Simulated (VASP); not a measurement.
Output of a VASP run:

### OUTCAR
```
 ion  position               nearest neighbor table
   1  0.333  0.667  0.000-   4 2.69   4 2.69   4 2.69   3 2.69
   2  0.667  0.333  0.500-   3 2.69   3 2.69   3 2.69   4 2.69
   3  0.333  0.667  0.376-   2 2.69   2 2.69   2 2.69   1 2.69
   4  0.667  0.333  0.876-   1 2.69   1 2.69   1 2.69   2 2.69
  LATTYP: Found a hexagonal cell.
 ALAT       =     4.3949357119
 C/A-ratio  =     1.6279583675
 Subroutine PRICEL returns:
 Original cell was already a primitive cell.
 Subroutine GETGRP returns: Found 12 space group operations
The static configuration has the point symmetry C_3v.
 The point group associated with its full space group is C_6v.
The dynamic configuration has the point symmetry C_3v.
 Subroutine INISYM returns: Found 12 space group operations
 Subroutine IBZKPT returns following result:
 Found     10 irreducible k-points:

 Following reciprocal coordinates:
            Coordinates               Weight
  0.000000  0.000000  0.000000      1.000000
  0.200000  0.000000  0.000000      6.000000
  0.400000  0.000000  0.000000      6.000000
  0.200000  0.200000  0.000000      6.000000
  0.400000  0.200000  0.000000      6.000000
  0.000000  0.000000  0.333333      2.000000
  0.200000  0.000000  0.333333     12.000000
  0.400000  0.000000  0.333333     12.000000
  0.200000  0.200000  0.333333     12.000000
  0.400000  0.200000  0.333333     12.000000
   k-points           NKPTS =     10   k-points in BZ     NKDIM =     10   number of bands    NBANDS=     22
   number of dos      NEDOS =    301   number of ions     NIONS =      4
   total plane-waves  NPLWV =  55296
   dimension x,y,z NGX =    32 NGY =   32 NGZ =   54
   dimension x,y,z NGXF=    64 NGYF=   64 NGZF=  108
   ions per type =               2   2
   PREC   = accura    normal or accurate (medium, high low for compatibility)
   ISTART =      0    job   : 0-new  1-cont  2-samecut
   ICHARG =      2    charge: 1-file 2-atom 10-const
   ISPIN  =      1    spin polarized calculation?
   LNONCOLLINEAR =      F non collinear calculations
   LSORBIT =      F    spin-orbit coupling
   INIWAV =      1    electr: 0-lowe 1-rand  2-diag
   ENCUT  =  480.0 eV  35.28 Ry    5.94 a.u.   7.85  7.85 12.78*2*pi/ulx,y,z
   NELM   =    100;   NELMIN=  2; NELMDL= -5     # of ELM steps
   EDIFF  = 0.1E-05   stopping-criterion for ELM
   LREAL  =      F    real-space projection
   NLSPLINE    = F    spline interpolate recip. space projectors
   LMAXMIX     =    4 max onsite mixed and CHGCAR
   VOSKOWN=      0    Vosko Wilk Nusair interpolation
   EDIFFG = -.2E-01   stopping-criterion for IOM
   NSW    =     60    number of steps for IOM
   NBLOCK =      1;   KBLOCK =     60    inner block; outer block
   IBRION =      2    ionic relax: 0-MD 1-quasi-New 2-CG
   NFREE  =      1    steps in history (QN), initial steepest desc. (CG)
   ISIF   =      3    stress and relaxation
   ISYM   =      2    0-nonsym 1-usesym 2-fastsym
   TEIN   =    0.0    initial temperature
   TEBEG  =    0.0;   TEEND  =   0.0 temperature during run
   SMASS  =  -3.00    Nose mass-parameter (am)
   PSTRESS=    0.0 pullay stress
   NELECT =      36.0000    total number of electrons
   EFERMI =   0.00;   METHOD = LEGACY
   ISMEAR =     0;   SIGMA  =   0.05  broadening in eV -4-tet -1-fermi 0-gaus
   IALGO  =     38    algorithm
   LDIAG  =      T    sub-space diagonalisation (order eigenvalues)
   IMIX   =      4    mixing-type and parameters
     AMIX     =   0.40;   BMIX     =  1.00
     AMIX_MAG =   1.60;   BMIX_MAG =  1.00
     AMIN     =   0.10
   GGA     = PE    functional components
   VOSKOWN =     0    Vosko Wilk Nusair interpolation
   LHFCALC =     F    Hartree Fock is set to
   LHFONE  =     F    Hartree Fock one center treatment
   AEXX    =    0.0000 exact exchange contribution
   IVDW    =     0    specifies the selected vdW correction
   LEPSILON=     F    determine dielectric tensor
   LRPA    =     F    only Hartree local field effects (RPA)
  energy-cutoff  :      480.00
  volume of cell :      119.68
...
```

OSZICAR:
```
       N       E                     dE             d eps       ncg     rms          rms(c)
DAV:   1     0.227318396932E+03    0.22732E+03   -0.16286E+04   440   0.137E+03
DAV:   2     0.831512026975E+00   -0.22649E+03   -0.22196E+03   506   0.334E+02
DAV:   3    -0.116430537534E+02   -0.12475E+02   -0.12440E+02   512   0.771E+01
DAV:   4    -0.117573033586E+02   -0.11425E+00   -0.11419E+00   482   0.730E+00
DAV:   5    -0.117582524586E+02   -0.94910E-03   -0.94906E-03   530   0.617E-01    0.806E+00
DAV:   6    -0.110117649126E+02    0.74649E+00   -0.17035E+00   512   0.124E+01    0.638E+00
DAV:   7    -0.109805217144E+02    0.31243E-01   -0.56441E-01   512   0.411E+00    0.262E+00
DAV:   8    -0.109798450378E+02    0.67668E-03   -0.58536E-02   458   0.265E+00    0.353E-01
DAV:   9    -0.109796790037E+02    0.16603E-03   -0.93062E-03   506   0.119E+00    0.113E-01
DAV:  10    -0.109798475916E+02   -0.16859E-03   -0.99986E-04   488   0.368E-01    0.791E-02
DAV:  11    -0.109799743283E+02   -0.12674E-03   -0.32367E-04   482   0.121E-01    0.240E-02
DAV:  12    -0.109799421876E+02    0.32141E-04   -0.14091E-04   530   0.117E-01    0.736E-03
DAV:  13    -0.109799459412E+02   -0.37536E-05   -0.19927E-05   470   0.255E-02    0.863E-03
DAV:  14    -0.109799455169E+02    0.42426E-06   -0.11745E-06   376   0.639E-03
   1 F= -.10979946E+02 E0= -.10979946E+02  d E =-.109799E+02
```

**OUTCAR**
```
------------------------ aborting loop because EDIFF is reached ----------------------------------------
  FORCE on cell =-STRESS in cart. coord.  units (eV):
  Direction    XX          YY          ZZ          XY          YZ          ZX
  --------------------------------------------------------------------------------------
  Total       -0.0412124     -0.0412124      0.0582084      0.0000000      0.0000000     -0.0000000
  in kB       -0.5517052     -0.5517052      0.7792286      0.0000000      0.0000000     -0.0000000
  external PRESSURE =      -0.1080606 kB  Pullay stress =       0.0000000 kB
  volume of cell :      119.68
      direct lattice vectors                 reciprocal lattice vectors
     4.394935712  0.000000000  0.000000000     0.227534614  0.131367179  0.000000000
    -2.197467856  3.806125723  0.000000000     0.000000000  0.262734358  0.000000000
     0.000000000  0.000000000  7.154772367     0.000000000  0.000000000  0.139766851
  FREE ENERGIE OF THE ION-ELECTRON SYSTEM (eV)
  ---------------------------------------------------
  free  energy   TOTEN  =       -10.9799455169 eV

  energy  without entropy=      -10.9799455169  energy(sigma->0) =      -10.97994552

 reached required accuracy - stopping structural energy minimisation
```
(Selected blocks of OUTCAR.)

### POSCAR
```
CdSe
1
    4.3949357119     0.0000000000     0.0000000000
   -2.1974678560     3.8061257226    -0.0000000000
    0.0000000000     0.0000000000     7.1547723670
Cd Se
2 2
Direct
  0.3333330000   0.6666670000   0.0001038037
  0.6666670000   0.3333330000   0.5001038037
  0.3333330000   0.6666670000   0.3758961963
  0.6666670000   0.3333330000   0.8758961963
```

Q: Write an INCAR and KPOINTS that could have produced this output.

A: One answer among several that fit: the input of the run itself, PBE GGA, plane waves, VASP's PBE PAW potentials (set 64).

### INCAR
```
SYSTEM = CdSe
PREC = Accurate
ENCUT = 480
EDIFF = 1E-6
NELM = 100
ALGO = Normal
LREAL = .FALSE.
LASPH = .TRUE.
ISMEAR = 0
SIGMA = 0.05
GGA = PE
LMAXMIX = 4
LWAVE = .FALSE.
LCHARG = .FALSE.
IBRION = 2
ISIF = 3
NSW = 60
EDIFFG = -0.02
```

File KPOINTS:
```
Automatic mesh
0
Gamma
5 5 3
0 0 0
```

POTCAR, in this order: Cd Se (PBE.64 set). Program: vasp_std.

The compound is CdSe in the wurtzite structure. It was relaxed first, which changed the volume by +7 %. The start is the result of an earlier pass.
